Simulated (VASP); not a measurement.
These are LDA (Ceperley-Alder, Perdew-Zunger), VASP's LDA PAW potentials (set 64) (plane waves; VASP) values and carry that method's errors.

VASP input:

File KPOINTS:
```
Automatic mesh
0
G
  4 4 4
```

### POSCAR
```
Bi2Te3
1
    2.2090650000     1.2754040000    10.7524330000
   -2.2090650000     1.2754040000    10.7524330000
    0.0000000000    -2.5508090000    10.7524330000
Bi Te
2 3
Direct
  0.6059720000   0.6012860000   0.6011000000
  0.3990620000   0.4001290000   0.3904130000
  0.7710390000   0.7898590000   0.7880350000
  0.2185730000   0.2130340000   0.2214310000
  0.0053530000  -0.0043090000  -0.0009800000
```

**INCAR**
```
! general
SYSTEM  = Bi2Te3
PREC    = Accurate
ENCUT   = 300
LREAL   = .FALSE.
LASPH   = .TRUE.
NBANDS  = 26

! electronic loop
EDIFF   = 1E-6
NELM    = 100
ALGO    = Normal
LMAXMIX = 4

! smearing
ISMEAR  = 0
SIGMA   = 0.01

! ions
ISIF    = 2

! output
LWAVE   = .FALSE.
LCHARG  = .FALSE.
```

POTCAR, in this order: Bi_d Te (LDA.64 set). Program: vasp_std.

Output of the run:

File OSZICAR:
```
       N       E                     dE             d eps       ncg     rms          rms(c)
DAV:   1     0.358756756360E+03    0.35876E+03   -0.16682E+04  2008   0.117E+03
DAV:   2     0.108644463005E+02   -0.34789E+03   -0.34402E+03  2272   0.354E+02
DAV:   3    -0.204832260410E+02   -0.31348E+02   -0.30685E+02  2304   0.124E+02
DAV:   4    -0.217475991638E+02   -0.12644E+01   -0.12581E+01  2376   0.262E+01
DAV:   5    -0.217964804347E+02   -0.48881E-01   -0.48721E-01  2632   0.414E+00    0.662E+00
DAV:   6    -0.214494476869E+02    0.34703E+00   -0.11670E+00  2084   0.576E+00    0.527E+00
DAV:   7    -0.214394978748E+02    0.99498E-02   -0.31422E-01  2392   0.235E+00    0.142E+00
DAV:   8    -0.214379142397E+02    0.15836E-02   -0.23898E-02  2018   0.103E+00    0.547E-01
DAV:   9    -0.214370287797E+02    0.88546E-03   -0.53168E-03  2242   0.441E-01    0.234E-01
DAV:  10    -0.214370743067E+02   -0.45527E-04   -0.89389E-04  2284   0.138E-01    0.704E-02
DAV:  11    -0.214370791682E+02   -0.48614E-05   -0.46098E-05  2178   0.367E-02    0.415E-02
DAV:  12    -0.214370797034E+02   -0.53517E-06   -0.75528E-06  1946   0.175E-02
   1 F= -.21437080E+02 E0= -.21437080E+02  d E =-.510195E-60
```

### OUTCAR
```
------------------------ aborting loop because EDIFF is reached ----------------------------------------
  FORCE on cell =-STRESS in cart. coord.  units (eV):
  Direction    XX          YY          ZZ          XY          YZ          ZX
  --------------------------------------------------------------------------------------
  Total       -2.8668141     -2.7975800     -2.9445223     -0.1753938      0.0798951      0.3774378
  in kB      -25.2694466    -24.6591849    -25.9544038     -1.5460033      0.7042332      3.3269138
  external PRESSURE =     -25.2943451 kB  Pullay stress =       0.0000000 kB
  volume of cell :      181.77
      direct lattice vectors                 reciprocal lattice vectors
     2.209065000  1.275404000 10.752433000     0.226340103  0.130677513  0.031000740
    -2.209065000  1.275404000 10.752433000    -0.226340103  0.130677513  0.031000740
     0.000000000 -2.550809000 10.752433000     0.000000000 -0.261355026  0.031000728
 POSITION                                       TOTAL-FORCE (eV/Angst)
 -----------------------------------------------------------------------------------
      0.01035      0.00645     19.44425         0.027191     -0.014695      0.249024
     -0.00236      0.02342     12.79114        -0.066482     -0.078991     -0.052420
     -0.04157     -0.01935     25.25674         0.143318      0.098638     -0.089255
      0.01224     -0.01435      7.02175        -0.013318      0.040924     -0.086529
     -2.18772     -1.27157     21.50555        -0.090710     -0.045876     -0.020821
 -----------------------------------------------------------------------------------
    total drift:                               -0.000026      0.000078      0.001018
  FREE ENERGIE OF THE ION-ELECTRON SYSTEM (eV)
  ---------------------------------------------------
  free  energy   TOTEN  =       -21.4370797034 eV

  energy  without entropy=      -21.4370797034  energy(sigma->0) =      -21.43707970
```
(Selected blocks of OUTCAR.)

At this cut-off the stress carries a Pulay error, which pulls relaxed volumes low.

The structure comes from a computed database's Bi2Te3 entry; how it stands against other phases isn't given here. The cell was not relaxed at this level, atoms are displaced from their ideal sites. The run is one of a series of settings (NBANDS = 26 against the base run), some of them coarse on purpose.
